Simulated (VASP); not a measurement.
# NaCl: the band gap, functional by functional

How does the band gap of NaCl depend on the functional? The starting structure is a measured crystal structure from the Crystallography Open Database. Cell and atoms stay as given. Meshes and data sets differ where the inputs say so.

Program: VASP 6.6.1. Level of theory: Kohn-Sham DFT with plane waves and PAW; LDA, PBE, r2SCAN, TB-mBJ, HSE06, PBE0 and r2SCAN-EpsX. Results are calculated unless marked as measured.

The database entry behind the starting cell differs from later determinations by our own check (about 0.6 % short), so it need not match the best structure at ambient conditions.

## Step 1: Starting point

It takes space group Fm-3m (No. 225, cubic). The conventional cell has a = 5.604 Å, b = 5.604 Å, c = 5.604 Å, α = 90.00°, β = 90.00°, γ = 90.00°. Nearest to Cl lie 6 Na at 2.80 Å. Na has 6 Cl at 2.80 Å nearest. Farther neighbours and most contacts between anions are not listed.

## Step 2: Bands with LDA

LDA, the lowest rung, knows the local density alone.

The input, INCAR:

```
SYSTEM = NaCl
PREC = Accurate
ENCUT = 350
EDIFF = 1E-06
NELM = 100
ISMEAR = 0
SIGMA = 0.03
LREAL = .FALSE.
ALGO = Normal
GGA = CA
NBANDS = 19
LORBIT = 11
LWAVE = .FALSE.
LCHARG = .FALSE.
KPAR = 4
LASPH = .TRUE.
```

The input, POSCAR:

```
NaCl
1.0
    0.0000000000      2.8017500000      2.8017500000
    2.8017500000      0.0000000000      2.8017500000
    2.8017500000      2.8017500000      0.0000000000
Cl Na
1 1
Direct
    0.5000000000      0.5000000000      0.5000000000
    0.0000000000      0.0000000000      0.0000000000
```

The input, KPOINTS:

```
Automatic mesh
0
Gamma
6 6 6
0 0 0
```

The input, KPOINTS_OPT:

```
Line mode
10
Line-mode
Reciprocal
  0.00000000   0.00000000   0.00000000 GAMMA
  0.50000000   0.00000000   0.50000000 X

  0.50000000   0.00000000   0.50000000 X
  0.50000000   0.25000000   0.75000000 W

  0.50000000   0.25000000   0.75000000 W
  0.37500000   0.37500000   0.75000000 K

  0.37500000   0.37500000   0.75000000 K
  0.00000000   0.00000000   0.00000000 GAMMA

  0.00000000   0.00000000   0.00000000 GAMMA
  0.50000000   0.50000000   0.50000000 L

  0.50000000   0.50000000   0.50000000 L
  0.62500000   0.25000000   0.62500000 U

  0.62500000   0.25000000   0.62500000 U
  0.50000000   0.25000000   0.75000000 W

  0.50000000   0.25000000   0.75000000 W
  0.50000000   0.50000000   0.50000000 L

  0.50000000   0.50000000   0.50000000 L
  0.37500000   0.37500000   0.75000000 K

  0.62500000   0.25000000   0.62500000 U
  0.50000000   0.00000000   0.50000000 X
```

The projector-augmented-wave data sets are Cl and Na_pv (LDA family, release 64).

Started as:

```bash
$ mpirun -np 4 vasp_std
```

Log:

```text
[banner, memory and clock lines left out]
running    4 mpi-ranks, on    1 nodes
 distrk:  each k-point on    1 cores,    4 groups
 distr:  one band on    1 cores,    1 groups

 POSCAR found type information on POSCAR ClNa
 POSCAR found :  2 types and       2 ions
 LDA part: xc-table for (Slater(with rela. corr.)+CA(PZ))
 , standard interpolation
 POSCAR, INCAR and KPOINTS ok, starting setup
 FFT: planning ... GRIDC
 FFT: planning ... GRID_SOFT
 FFT: planning ... GRID
 WAVECAR not read
 entering main loop
       N       E                     dE             d eps       ncg     rms          rms(c)
DAV:   1     0.861981022616E+02    0.86198E+02   -0.51880E+03   624   0.560E+02
DAV:   2    -0.157875496237E+01   -0.87777E+02   -0.81684E+02   721   0.191E+02
DAV:   3    -0.749931726103E+01   -0.59206E+01   -0.58726E+01   725   0.491E+01
DAV:   4    -0.756365020677E+01   -0.64333E-01   -0.64298E-01   723   0.526E+00
DAV:   5    -0.756446860851E+01   -0.81840E-03   -0.81836E-03   748   0.626E-01    0.198E+00
DAV:   6    -0.738909360843E+01    0.17538E+00   -0.17706E-01   765   0.240E+00    0.140E+00
DAV:   7    -0.736966377457E+01    0.19430E-01   -0.42602E-02   849   0.104E+00    0.980E-01
DAV:   8    -0.736806856523E+01    0.15952E-02   -0.65551E-03   704   0.532E-01    0.420E-01
DAV:   9    -0.736774320834E+01    0.32536E-03   -0.40630E-04   685   0.111E-01    0.175E-01
DAV:  10    -0.736772227134E+01    0.20937E-04   -0.13449E-04   779   0.658E-02    0.231E-02
DAV:  11    -0.736772093886E+01    0.13325E-05   -0.57216E-06   705   0.174E-02    0.344E-03
DAV:  12    -0.736772098649E+01   -0.47636E-07   -0.13444E-07   405   0.265E-03
   1 F= -.73677210E+01 E0= -.73677210E+01  d E =-.310628E-19
 Start KPOINTS_OPT (optional k-point list driver)
k-point batch [1-16\100]
       N       E                     dE             ncg
DAV:   1    -0.111881237398E+04   -0.60511E+04      638
DAV:   2    -0.254718014645E+04   -0.14284E+04      733
DAV:   3    -0.264342128484E+04   -0.96241E+02      718
DAV:   4    -0.264454860249E+04   -0.11273E+01      759
DAV:   5    -0.264456417611E+04   -0.15574E-01      719
DAV:   6    -0.264456453036E+04   -0.35425E-03      751
DAV:   7    -0.264456454011E+04   -0.97494E-05      764
DAV:   8    -0.264456454035E+04   -0.24622E-06      514
[...]
k-point batch [97-100\100]
       N       E                     dE             ncg
DAV:   1     0.482060505314E+04   -0.18922E+04      152
DAV:   2     0.446293243337E+04   -0.35767E+03      192
DAV:   3     0.443864328777E+04   -0.24289E+02      191
DAV:   4     0.443839598187E+04   -0.24731E+00      181
DAV:   5     0.443839278415E+04   -0.31977E-02      192
DAV:   6     0.443839270991E+04   -0.74240E-04      189
DAV:   7     0.443839270773E+04   -0.21785E-05      192
DAV:   8     0.443839270768E+04   -0.58248E-07      109
```

Elapsed: 7.2 s, on 4 MPI ranks of Intel Xeon Platinum 8488C (Sapphire Rapids), shared host; peak memory 0.49 GiB.

Lines that name or quote the potential files are left out of all logs, and their timing lines are given in words.

From OUTCAR (step 2):

```text
ion  position               nearest neighbor table
   1  0.500  0.500  0.500-
   2  0.000  0.000  0.000-

  LATTYP: Found a face centered cubic cell.
 ALAT       =     5.6035000000

 Subroutine GETGRP returns: Found 48 space group operations
 (whereof 48 operations were pure point group operations)

The static configuration has the point symmetry O_h .

 Found     16 irreducible k-points:

   k-points           NKPTS =     16   k-points in BZ     NKDIM =     16   number of bands    NBANDS=     19

   dimension x,y,z NGX =    24 NGY =   24 NGZ =   24
   dimension x,y,z NGXF=    48 NGYF=   48 NGZF=   48

   ENCUT  =  350.0 eV  25.72 Ry    5.07 a.u.   6.04  6.04  6.04*2*pi/ulx,y,z

   NELECT =      14.0000    total number of electrons

 k-points in reciprocal lattice and weights: Automatic mesh
   0.00000000  0.00000000  0.00000000       0.005
   0.16666667  0.00000000  0.00000000       0.037
   0.33333333  0.00000000  0.00000000       0.037
   0.50000000  0.00000000  0.00000000       0.019
   0.16666667  0.16666667  0.00000000       0.028
   0.33333333  0.16666667  0.00000000       0.111
   0.50000000  0.16666667  0.00000000       0.111
  -0.33333333  0.16666667  0.00000000       0.111
  -0.16666667  0.16666667  0.00000000       0.056
[...]
-0.33333333  0.33333333  0.16666667       0.111
  -0.33333333  0.50000000  0.16666667       0.056

 average (electrostatic) potential at core
       1 -97.5563       2 -45.9656

 E-fermi :  -0.6527

 k-point     1 :       0.0000    0.0000    0.0000
  band No.  band energies     occupation
    ...
      3     -21.5702      2.00000
      4     -13.4645      2.00000
      5      -0.8341      2.00000
      6      -0.8341      2.00000
      7      -0.8341      2.00000
      8       3.9366      0.00000
      9      10.0332      0.00000
     10      10.0332      0.00000
     11      10.0332      0.00000
     12      12.2890      0.00000
    ...

 k-point     2 :       0.1667    0.0000    0.0000
  band No.  band energies     occupation
    ...
      3     -21.5708      2.00000
      4     -13.3746      2.00000
      5      -1.4958      2.00000
      6      -0.9093      2.00000
      7      -0.9093      2.00000
      8       4.7870      0.00000
      9       9.2080      0.00000
     10      10.3239      0.00000
     11      10.3239      0.00000
     12      11.9332      0.00000
    ...

 k-point     3 :       0.3333    0.0000    0.0000
  band No.  band energies     occupation
    ...
      3     -21.5721      2.00000
      4     -13.1862      2.00000
      5      -2.4973      2.00000
      6      -1.0521      2.00000
      7      -1.0521      2.00000
      8       5.8952      0.00000
      9       9.0043      0.00000
     10      10.1269      0.00000
     11      10.1269      0.00000
     12      13.0459      0.00000
    ...

  Total       -0.5743909     -0.5743909     -0.5743909      0.0000000     -0.0000000      0.0000000
  in kB      -20.9218470    -20.9218470    -20.9218470      0.0000000     -0.0000000      0.0000000
  external PRESSURE =     -20.9218470 kB  Pullay stress =       0.0000000 kB

  energy-cutoff  :      350.00
  volume of cell :       43.99
      direct lattice vectors                 reciprocal lattice vectors
     0.000000000  2.801750000  2.801750000    -0.178459891  0.178459891  0.178459891
     2.801750000  0.000000000  2.801750000     0.178459891 -0.178459891  0.178459891
     2.801750000  2.801750000  0.000000000     0.178459891  0.178459891 -0.178459891

 POSITION                                       TOTAL-FORCE (eV/Angst)
 -----------------------------------------------------------------------------------
      2.80175      2.80175      2.80175         0.000000      0.000000      0.000000
      0.00000      0.00000      0.00000        -0.000000     -0.000000     -0.000000
 -----------------------------------------------------------------------------------
    total drift:                                0.000000     -0.000000     -0.000000

  FREE ENERGIE OF THE ION-ELECTRON SYSTEM (eV)
  ---------------------------------------------------
  free  energy   TOTEN  =        -7.3677209865 eV

  energy  without entropy=       -7.3677209865  energy(sigma->0) =       -7.36772099

 total charge
# of ion       s       p       d       tot
------------------------------------------
    1        1.584   3.545   0.000   5.129
    2        0.047   5.978   0.000   6.025
--------------------------------------------------
tot          1.631   9.524   0.000  11.155

[... 3 further parts left out ...]
```

At this level the cell is under a tension of 2.1 GPa, so at these settings it is away from equilibrium.

LDA gives a direct gap of 4.771 eV.

## Step 3: Bands with PBE

PBE, the usual starting point, adds the gradient of the density.

INCAR, as its differences from that of step 2:

```diff
@@ -9,3 +9,3 @@
 ALGO = Normal
-GGA = CA
+GGA = PE
 NBANDS = 19
```

POSCAR is that of step 2.

KPOINTS is that of step 2.

KPOINTS_OPT is that of step 2.

Potentials, in the order of the species: Cl and Na_pv (PBE family, release 64).

Started as:

```bash
$ mpirun -np 4 vasp_std
```

Log:

```text
[banner, memory and clock lines left out]
running    4 mpi-ranks, on    1 nodes
[...]
LDA part: xc-table for (Slater+PW92), standard interpolation
 POSCAR, INCAR and KPOINTS ok, starting setup
[...]
entering main loop
       N       E                     dE             d eps       ncg     rms          rms(c)
DAV:   1     0.882009361473E+02    0.88201E+02   -0.52228E+03   641   0.570E+02
DAV:   2    -0.785154960306E+00   -0.88986E+02   -0.82851E+02   714   0.197E+02
DAV:   3    -0.689520321523E+01   -0.61100E+01   -0.60662E+01   749   0.501E+01
DAV:   4    -0.696323691198E+01   -0.68034E-01   -0.67998E-01   734   0.544E+00
[...]
DAV:   9    -0.676952837833E+01    0.24456E-03   -0.32902E-04   711   0.102E-01    0.184E-01
DAV:  10    -0.676960598097E+01   -0.77603E-04   -0.17089E-04   673   0.800E-02    0.283E-02
DAV:  11    -0.676960695359E+01   -0.97261E-06   -0.49261E-06   762   0.169E-02
   1 F= -.67696070E+01 E0= -.67696070E+01  d E =-.682559E-25
 Start KPOINTS_OPT (optional k-point list driver)
k-point batch [1-16\100]
       N       E                     dE             ncg
DAV:   1    -0.104107783303E+04   -0.59733E+04      646
DAV:   2    -0.249627139995E+04   -0.14552E+04      731
DAV:   3    -0.259742872111E+04   -0.10116E+03      732
DAV:   4    -0.259869338574E+04   -0.12647E+01      751
DAV:   5    -0.259871166159E+04   -0.18276E-01      700
DAV:   6    -0.259871210336E+04   -0.44176E-03      756
DAV:   7    -0.259871211649E+04   -0.13128E-04      761
DAV:   8    -0.259871211684E+04   -0.35717E-06      567
[...]
k-point batch [97-100\100]
       N       E                     dE             ncg
DAV:   1     0.484307845006E+04   -0.18697E+04      152
DAV:   2     0.447627858326E+04   -0.36680E+03      184
DAV:   3     0.445036569667E+04   -0.25913E+02      196
DAV:   4     0.445008442889E+04   -0.28127E+00      173
DAV:   5     0.445008067394E+04   -0.37550E-02      200
DAV:   6     0.445008058486E+04   -0.89071E-04      178
DAV:   7     0.445008058213E+04   -0.27395E-05      200
DAV:   8     0.445008058205E+04   -0.77653E-07      109
```

Wall time 8.2 s (4 MPI ranks); peak memory 0.5 GiB; 19 s of CPU time.

Parts of OUTCAR (step 3):

```text
  Total        0.3424091      0.3424091      0.3424091     -0.0000000      0.0000000      0.0000000
  in kB       12.4720470     12.4720470     12.4720470     -0.0000000      0.0000000      0.0000000
  external PRESSURE =      12.4720470 kB  Pullay stress =       0.0000000 kB

 POSITION                                       TOTAL-FORCE (eV/Angst)
 -----------------------------------------------------------------------------------
      2.80175      2.80175      2.80175        -0.000000      0.000000      0.000000
      0.00000      0.00000      0.00000         0.000000     -0.000000     -0.000000
 -----------------------------------------------------------------------------------
    total drift:                                0.000000     -0.000000     -0.000000

  FREE ENERGIE OF THE ION-ELECTRON SYSTEM (eV)
  ---------------------------------------------------
  free  energy   TOTEN  =        -6.7696069536 eV

  energy  without entropy=       -6.7696069536  energy(sigma->0) =       -6.76960695

[... 2 parts as in an earlier step ...]

[... 1 further part left out ...]
[key lines of the parts left out:]
E-fermi :  -0.4044
```

PBE gives a direct gap of 5.178 eV. The least gap is +0.407 eV from that of LDA.

## Step 4: Bands with r2SCAN

r2SCAN adds the kinetic-energy density, costs more than a GGA and is run with LASPH.

INCAR, as its differences from that of step 3:

```diff
@@ -9,3 +9,4 @@
 ALGO = Normal
-GGA = PE
+METAGGA = R2SCAN
+LASPH = .TRUE.
 NBANDS = 19
@@ -15,2 +16 @@
 KPAR = 4
-LASPH = .TRUE.
```

POSCAR is that of step 3.

KPOINTS is that of step 3.

KPOINTS_OPT is that of step 3.

Started as:

```bash
$ mpirun -np 4 vasp_std
```

Log:

```text
[banner, memory and clock lines left out]
running    4 mpi-ranks, on    1 nodes
[...]
|                                                                             |
|               ----> ADVICE to this user running VASP <----                  |
|                                                                             |
|     You enforced a specific xc type in the INCAR file but a different       |
|     [... a line on the potential file left out ...]
|     I HOPE YOU KNOW WHAT YOU ARE DOING!                                     |
|                                                                             |

 LDA part: xc-table for (None), standard interpolation
 POSCAR, INCAR and KPOINTS ok, starting setup
[...]
entering main loop
       N       E                     dE             d eps       ncg     rms          rms(c)
DAV:   1     0.836374612026E+02    0.83637E+02   -0.53188E+03   639   0.584E+02
DAV:   2    -0.952763944764E+01   -0.93165E+02   -0.86672E+02   711   0.207E+02
[...]
DAV:  16    -0.137880273680E+02    0.12258E-05   -0.32580E-09   328   0.396E-04    0.246E-04
DAV:  17    -0.137880270863E+02    0.28173E-06   -0.87094E-10   331   0.179E-04
   1 F= -.13788027E+02 E0= -.13788027E+02  d E =-.157613E-18
 Start KPOINTS_OPT (optional k-point list driver)
k-point batch [1-16\100]
       N       E                     dE             ncg
DAV:   1    -0.117003067954E+04   -0.61023E+04      651
DAV:   2    -0.267859626573E+04   -0.15086E+04      755
DAV:   3    -0.278063635374E+04   -0.10204E+03      711
DAV:   4    -0.278191868940E+04   -0.12823E+01      759
DAV:   5    -0.278193769743E+04   -0.19008E-01      719
DAV:   6    -0.278193818316E+04   -0.48573E-03      780
DAV:   7    -0.278193819826E+04   -0.15094E-04      743
DAV:   8    -0.278193819869E+04   -0.42908E-06      542
[...]
k-point batch [97-100\100]
       N       E                     dE             ncg
DAV:   1     0.481621669665E+04   -0.18966E+04      152
DAV:   2     0.443153358926E+04   -0.38468E+03      179
DAV:   3     0.440445800008E+04   -0.27076E+02      207
DAV:   4     0.440413110581E+04   -0.32689E+00      173
DAV:   5     0.440412625573E+04   -0.48501E-02      184
DAV:   6     0.440412613336E+04   -0.12237E-03      194
DAV:   7     0.440412612924E+04   -0.41222E-05      184
DAV:   8     0.440412612912E+04   -0.12544E-06      138
```

The job ended after 17 s (4 MPI ranks; peak memory 0.51 GiB; 53 s of CPU time).

Parts of OUTCAR (step 4):

```text
  Total       -0.1129547     -0.1129547     -0.1129547     -0.0000000     -0.0000000      0.0000000
  in kB       -4.1143093     -4.1143093     -4.1143093     -0.0000000     -0.0000000      0.0000000
  external PRESSURE =      -4.1143093 kB  Pullay stress =       0.0000000 kB

  FREE ENERGIE OF THE ION-ELECTRON SYSTEM (eV)
  ---------------------------------------------------
  free  energy   TOTEN  =       -13.7880270863 eV

  energy  without entropy=      -13.7880270863  energy(sigma->0) =      -13.78802709

[... 3 parts as in an earlier step ...]

[... 1 further part left out ...]
[key lines of the parts left out:]
E-fermi :  -0.8701
```

r2SCAN gives a direct gap of 6.003 eV. The least gap is +1.232 eV from that of LDA.

## Step 5: Bands with TB-mBJ

TB-mBJ is a local potential fitted to gaps: it costs far less than a hybrid but gives no energy. Its energies, forces and stress mean nothing.

INCAR, as its differences from that of step 4:

```diff
@@ -4,3 +4,3 @@
 EDIFF = 1E-06
-NELM = 100
+NELM = 150
 ISMEAR = 0
@@ -9,3 +9,3 @@
 ALGO = Normal
-METAGGA = R2SCAN
+METAGGA = MBJ
 LASPH = .TRUE.
```

POSCAR is that of step 4.

KPOINTS is that of step 4.

KPOINTS_OPT is that of step 4.

Started as:

```bash
$ mpirun -np 4 vasp_std
```

Log:

```text
[banner, memory and clock lines left out]
running    4 mpi-ranks, on    1 nodes
[...]
[... a notice as in an earlier step ...]

 LDA part: xc-table for (None), standard interpolation
 POSCAR, INCAR and KPOINTS ok, starting setup
[...]
entering main loop
       N       E                     dE             d eps       ncg     rms          rms(c)
DAV:   1     0.150401675766E+03    0.15040E+03   -0.50900E+03   633   0.562E+02
DAV:   2     0.595837043471E+02   -0.90818E+02   -0.84288E+02   714   0.199E+02
DAV:   3     0.534289839820E+02   -0.61547E+01   -0.61111E+01   771   0.490E+01
DAV:   4     0.533615208329E+02   -0.67463E-01   -0.67430E-01   706   0.535E+00
[...]
DAV:   8     0.521546167290E+02   -0.62324E+00   -0.14316E+00   637   0.562E+00    0.131E+01
DAV:   9     0.530897795904E+02    0.93516E+00   -0.99017E-01   653   0.514E+00    0.928E+00
DAV:  10     0.562986199097E+02    0.32088E+01   -0.67747E+00   626   0.121E+01    0.164E+01
[... 130 further cycles ...]
[...]
|     density mixing parameters otherwise.                                    |
|                                                                             |

   1 F= 0.58217489E+02 E0= 0.58217489E+02  d E =-.217590E-18
 Start KPOINTS_OPT (optional k-point list driver)
k-point batch [1-16\100]
       N       E                     dE             ncg
DAV:   1     0.397944558579E+03   -0.45343E+04      638
DAV:   2    -0.108917589406E+04   -0.14871E+04      695
DAV:   3    -0.117787030086E+04   -0.88694E+02      700
DAV:   4    -0.117890141648E+04   -0.10311E+01      719
DAV:   5    -0.117891545363E+04   -0.14037E-01      741
DAV:   6    -0.117891581198E+04   -0.35836E-03      762
DAV:   7    -0.117891582416E+04   -0.12174E-04      753
DAV:   8    -0.117891582455E+04   -0.38930E-06      629
[...]
k-point batch [97-100\100]
       N       E                     dE             ncg
DAV:   1     0.518698861043E+04   -0.15258E+04      152
DAV:   2     0.482473064786E+04   -0.36226E+03      187
DAV:   3     0.480338479301E+04   -0.21346E+02      175
DAV:   4     0.480312948319E+04   -0.25531E+00      176
DAV:   5     0.480312618315E+04   -0.33000E-02      181
DAV:   6     0.480312609398E+04   -0.89170E-04      184
DAV:   7     0.480312609071E+04   -0.32659E-05      194
DAV:   8     0.480312609060E+04   -0.11140E-06      128
```

Elapsed: 35 s, on 4 MPI ranks; peak memory 0.51 GiB.

OUTCAR, selected parts (step 5):

```text
  Total        0.1344555      0.1344555      0.1344555      0.0000000      0.0000000     -0.0000000
  in kB        4.8974623      4.8974623      4.8974623      0.0000000      0.0000000     -0.0000000
  external PRESSURE =       4.8974623 kB  Pullay stress =       0.0000000 kB

 POSITION                                       TOTAL-FORCE (eV/Angst)
 -----------------------------------------------------------------------------------
      2.80175      2.80175      2.80175         0.000000     -0.000000      0.000000
      0.00000      0.00000      0.00000        -0.000000      0.000000     -0.000000
 -----------------------------------------------------------------------------------
    total drift:                                0.000000     -0.000000     -0.000000

  FREE ENERGIE OF THE ION-ELECTRON SYSTEM (eV)
  ---------------------------------------------------
  free  energy   TOTEN  =        58.2174885754 eV

  energy  without entropy=       58.2174885754  energy(sigma->0) =       58.21748858

[... 2 parts as in an earlier step ...]

[... 1 further part left out ...]
[key lines of the parts left out:]
E-fermi :   7.5157
```

The log as kept lacks single lines of electronic cycles.

The electronic loop didn't reach EDIFF within its 150 cycles (NELM).

(Continued in part 2 of 2.)

[Lines on the potential files, build, host, timing and source positions are cut from VASP's logs without a mark.]

[Logs are printed without paths, hosts, clocks, repeated set-up lines and the standing remarks that a program may print on its own settings, such as how far it seeks lower states.]

[Hosts, paths, dates, database ids (printed as entryN), source tags and the programs' standing remarks are cut or masked in the printed files.]
